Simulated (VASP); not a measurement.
Computed with LDA (Ceperley-Alder, Perdew-Zunger), VASP's LDA PAW potentials (set 64) (plane waves; VASP 6.6.1).

Input for VASP

### KPOINTS
```
Automatic mesh
0
Gamma
12 12 7
0 0 0
```

POSCAR:
```
Zr
1
    1.6150000000    -2.7972620000     0.0000000000
    1.6150000000     2.7972620000     0.0000000000
    0.0000000000     0.0000000000     5.1500000000
Zr
2
Direct
  0.3333330000   0.6666670000   0.2500000000
  0.6666670000   0.3333330000   0.7500000000
```

INCAR:
```
SYSTEM = Zr
PREC = Accurate
ENCUT = 520
EDIFF = 1E-6
NELM = 100
ALGO = Normal
LREAL = .FALSE.
LASPH = .TRUE.
ISMEAR = 1
SIGMA = 0.1
LMAXMIX = 4
LWAVE = .FALSE.
LCHARG = .FALSE.
IBRION = 2
ISIF = 3
NSW = 60
EDIFFG = -0.01
```

POTCAR, in this order: Zr_sv (LDA.64 set). Program: vasp_std.

The run wrote:

OSZICAR:
```
       N       E                     dE             d eps       ncg     rms          rms(c)
DAV:   1     0.212983138088E+03    0.21298E+03   -0.13522E+04  2432   0.148E+03
DAV:   2    -0.493433425671E+01   -0.21792E+03   -0.21600E+03  3104   0.415E+02
DAV:   3    -0.190234133258E+02   -0.14089E+02   -0.13918E+02  4552   0.782E+01
DAV:   4    -0.193101796751E+02   -0.28677E+00   -0.28674E+00  2696   0.120E+01
DAV:   5    -0.193179756777E+02   -0.77960E-02   -0.77960E-02  3880   0.139E+00    0.145E+01
DAV:   6    -0.186552771953E+02    0.66270E+00   -0.10154E+00  2544   0.850E+00    0.565E+00
DAV:   7    -0.185211979301E+02    0.13408E+00   -0.62695E-01  3592   0.564E+00    0.107E+00
DAV:   8    -0.185226218533E+02   -0.14239E-02   -0.31691E-02  3376   0.157E+00    0.296E-01
DAV:   9    -0.185228957026E+02   -0.27385E-03   -0.17408E-03  3008   0.425E-01    0.293E-02
DAV:  10    -0.185228798367E+02    0.15866E-04   -0.54663E-05  3672   0.448E-02    0.239E-02
DAV:  11    -0.185228814045E+02   -0.15679E-05   -0.80120E-06  2664   0.377E-02    0.193E-03
DAV:  12    -0.185228813254E+02    0.79079E-07   -0.32312E-07  1816   0.486E-03
   1 F= -.18522881E+02 E0= -.18522684E+02  d E =-.185229E+02
       N       E                     dE             d eps       ncg     rms          rms(c)
DAV:   1    -0.219956864760E+02   -0.34728E+01   -0.11203E+02  2912   0.111E+02    0.212E+01
DAV:   2    -0.188918098401E+02    0.31039E+01   -0.83976E+00  2528   0.289E+01    0.545E+00
DAV:   3    -0.183693538725E+02    0.52246E+00   -0.34934E+00  3544   0.144E+01    0.395E+00
DAV:   4    -0.184618255416E+02   -0.92472E-01   -0.28569E-01  3400   0.234E+00    0.155E+00
DAV:   5    -0.185221271846E+02   -0.60302E-01   -0.25211E-01  3632   0.293E+00    0.480E-01
DAV:   6    -0.185203735512E+02    0.17536E-02   -0.94490E-03  3424   0.811E-01    0.171E-01
DAV:   7    -0.185205334669E+02   -0.15992E-03   -0.90989E-04  3648   0.291E-01    0.383E-02
DAV:   8    -0.185205166726E+02    0.16794E-04   -0.27660E-05  2696   0.651E-02    0.970E-03
DAV:   9    -0.185205230877E+02   -0.64151E-05   -0.86542E-06  3152   0.207E-02    0.872E-04
DAV:  10    -0.185205232532E+02   -0.16552E-06   -0.32309E-07  1496   0.616E-03
   2 F= -.18520523E+02 E0= -.18520537E+02  d E =0.235807E-02
       N       E                     dE             d eps       ncg     rms          rms(c)
DAV:   1    -0.193328635063E+02   -0.81234E+00   -0.26825E+01  2712   0.564E+01    0.870E+00
DAV:   2    -0.187183399244E+02    0.61452E+00   -0.27710E+00  3048   0.157E+01    0.319E+00
DAV:   3    -0.185395997834E+02    0.17874E+00   -0.92963E-01  3544   0.776E+00    0.163E+00
DAV:   4    -0.185615000003E+02   -0.21900E-01   -0.89391E-02  3016   0.158E+00    0.699E-01
DAV:   5    -0.185786795898E+02   -0.17180E-01   -0.49621E-02  3704   0.135E+00    0.345E-01
DAV:   6    -0.185793172724E+02   -0.63768E-03   -0.25747E-03  2912   0.419E-01    0.602E-02
DAV:   7    -0.185793733520E+02   -0.56080E-04   -0.87017E-05  3192   0.732E-02    0.337E-02
DAV:   8    -0.185793957749E+02   -0.22423E-04   -0.26437E-05  3176   0.555E-02    0.597E-03
DAV:   9    -0.185793956284E+02    0.14647E-06   -0.68135E-07  1584   0.687E-03
   3 F= -.18579396E+02 E0= -.18579431E+02  d E =-.565143E-01
       N       E                     dE             d eps       ncg     rms          rms(c)
DAV:   1    -0.185797240578E+02   -0.32828E-03   -0.10985E-02  2840   0.112E+00    0.186E-01
DAV:   2    -0.185794487271E+02    0.27533E-03   -0.10278E-03  2984   0.310E-01    0.592E-02
DAV:   3    -0.185793848038E+02    0.63923E-04   -0.35734E-04  3536   0.149E-01    0.344E-02
DAV:   4    -0.185793938743E+02   -0.90706E-05   -0.34237E-05  2920   0.281E-02    0.144E-02
DAV:   5    -0.185794005247E+02   -0.66504E-05   -0.23309E-05  3632   0.293E-02    0.573E-03
DAV:   6    -0.185794005285E+02   -0.38162E-08   -0.90641E-07  1608   0.855E-03
   4 F= -.18579401E+02 E0= -.18579440E+02  d E =-.565192E-01
       N       E                     dE             d eps       ncg     rms          rms(c)
DAV:   1    -0.185844090751E+02   -0.50086E-02   -0.25763E-01  2432   0.477E+00    0.360E-01
DAV:   2    -0.185811495433E+02    0.32595E-02   -0.81984E-03  2856   0.719E-01    0.166E-01
DAV:   3    -0.185802592970E+02    0.89025E-03   -0.34879E-03  3296   0.421E-01    0.274E-02
DAV:   4    -0.185802633077E+02   -0.40108E-05   -0.55239E-05  2880   0.735E-02    0.125E-02
DAV:   5    -0.185802635257E+02   -0.21796E-06   -0.29737E-06  2568   0.142E-02
   5 F= -.18580264E+02 E0= -.18580497E+02  d E =-.862997E-03
       N       E                     dE             d eps       ncg     rms          rms(c)
DAV:   1    -0.185896189488E+02   -0.93556E-02   -0.54684E-01  2432   0.694E+00    0.526E-01
DAV:   2    -0.185826125835E+02    0.70064E-02   -0.17601E-02  2864   0.104E+00    0.242E-01
DAV:   3    -0.185807101881E+02    0.19024E-02   -0.74698E-03  3304   0.614E-01    0.399E-02
DAV:   4    -0.185807189034E+02   -0.87153E-05   -0.11621E-04  2880   0.106E-01    0.184E-02
DAV:   5    -0.185807195401E+02   -0.63663E-06   -0.65789E-06  3000   0.207E-02
   6 F= -.18580720E+02 E0= -.18581250E+02  d E =-.131901E-02
       N       E                     dE             d eps       ncg     rms          rms(c)
DAV:   1    -0.185807307964E+02   -0.11893E-04   -0.62701E-04  2496   0.235E-01    0.182E-02
DAV:   2    -0.185807222829E+02    0.85135E-05   -0.20569E-05  2824   0.361E-02    0.844E-03
DAV:   3    -0.185807199803E+02    0.23026E-05   -0.90550E-06  3232   0.214E-02    0.147E-03
DAV:   4    -0.185807199898E+02   -0.95079E-08   -0.13677E-07  1384   0.378E-03
   7 F= -.18580720E+02 E0= -.18581241E+02  d E =-.131946E-02
       N       E                     dE             d eps       ncg     rms          rms(c)
DAV:   1    -0.185812432924E+02   -0.52331E-03   -0.18063E-02  2824   0.144E+00    0.238E-01
DAV:   2    -0.185807952409E+02    0.44805E-03   -0.16987E-03  2944   0.398E-01    0.765E-02
DAV:   3    -0.185806883111E+02    0.10693E-03   -0.59189E-04  3536   0.192E-01    0.444E-02
DAV:   4    -0.185807033072E+02   -0.14996E-04   -0.56640E-05  3008   0.362E-02    0.185E-02
DAV:   5    -0.185807144518E+02   -0.11145E-04   -0.38816E-05  3688   0.373E-02    0.773E-03
DAV:   6    -0.185807144881E+02   -0.36266E-07   -0.15237E-06  1808   0.109E-02
   8 F= -.18580714E+02 E0= -.18581234E+02  d E =0.550176E-05
       N       E                     dE             d eps       ncg     rms          rms(c)
DAV:   1    -0.185809053262E+02   -0.19087E-03   -0.60020E-03  2824   0.833E-01    0.138E-01
DAV:   2    -0.185807548419E+02    0.15048E-03   -0.56448E-04  2928   0.229E-01    0.445E-02
DAV:   3    -0.185807186777E+02    0.36164E-04   -0.19772E-04  3528   0.111E-01    0.257E-02
DAV:   4    -0.185807235885E+02   -0.49108E-05   -0.18751E-05  2736   0.209E-02    0.106E-02
DAV:   5    -0.185807271702E+02   -0.35817E-05   -0.13183E-05  3672   0.224E-02    0.442E-03
DAV:   6    -0.185807271683E+02    0.18877E-08   -0.47971E-07  1368   0.653E-03
   9 F= -.18580727E+02 E0= -.18581248E+02  d E =-.717848E-05
```

File OUTCAR:
```
------------------------ aborting loop because EDIFF is reached ----------------------------------------
  FORCE on cell =-STRESS in cart. coord.  units (eV):
  Direction    XX          YY          ZZ          XY          YZ          ZX
  --------------------------------------------------------------------------------------
  Total       -0.0006658     -0.0006658      0.0003456      0.0000000     -0.0000000      0.0000000
  in kB       -0.0244554     -0.0244554      0.0126942      0.0000000     -0.0000000      0.0000000
  external PRESSURE =      -0.0120722 kB  Pullay stress =       0.0000000 kB
  volume of cell :       43.62
      direct lattice vectors                 reciprocal lattice vectors
     1.571802691 -2.722442070 -0.000000000     0.318106085 -0.183658637  0.000000000
     1.571802691  2.722442070  0.000000000     0.318106085  0.183658637  0.000000000
    -0.000000000 -0.000000000  5.096571972     0.000000000 -0.000000000  0.196210317
 POSITION                                       TOTAL-FORCE (eV/Angst)
 -----------------------------------------------------------------------------------
      1.57180      0.90748      1.27414        -0.000000     -0.000000      0.000000
      1.57180     -0.90748      3.82243         0.000000      0.000000      0.000000
 -----------------------------------------------------------------------------------
    total drift:                               -0.000000      0.001102     -0.000018
  FREE ENERGIE OF THE ION-ELECTRON SYSTEM (eV)
  ---------------------------------------------------
  free  energy   TOTEN  =       -18.5807271683 eV

  energy  without entropy=      -18.5822884207  energy(sigma->0) =      -18.58124759

 reached required accuracy - stopping structural energy minimisation
```
(Selected blocks of OUTCAR.)

File CONTCAR:
```
Zr
   1.00000000000000
     1.5718026908934535   -2.7224420702005161   -0.0000000000000000
     1.5718026908934535    2.7224420702005161    0.0000000000000000
    -0.0000000000000000   -0.0000000000000000    5.0965719716762177
  Zr
     2
Direct
     0.3333330000000032    0.6666669999999968    0.2500000000000000
     0.6666669999999968    0.3333330000000032    0.7500000000000000
```

Energy and stress use the plane-wave basis of the starting cell.

The compound is Zr in the hcp structure. This run relaxes it. Symmetry was kept, so distortions that lower it aren't found.
